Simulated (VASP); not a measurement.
Input:

```yaml
crystal:
  lattice:
    - [0.00000, 1.94267, 1.94267]
    - [1.94267, 0.00000, 1.94267]
    - [1.94267, 1.94267, 0.00000]
  atoms:
    - { symbol: Pt, position: [0.00000, 0.00000, 0.00000] }
```

All values below come from PBE GGA, VASP's PBE PAW potentials (set 64) (plane waves; VASP). Numerical set-up: 520 eV cut-off, 16×16×16 Γ-centred mesh, first-order Methfessel-Paxton smearing of 0.10 eV, potentials Pt.

### Question
Give the stress tensor in GPa (positive for a compressed cell).

### Answer

```
18.40   0.00   0.00
 0.00  18.40   0.00
 0.00   0.00  18.40
```
The pressure is its mean diagonal, 18.40 GPa.

The compound is Pt in the fcc structure. This cell is one point of a volume scan, at 0.94 of the reference volume.
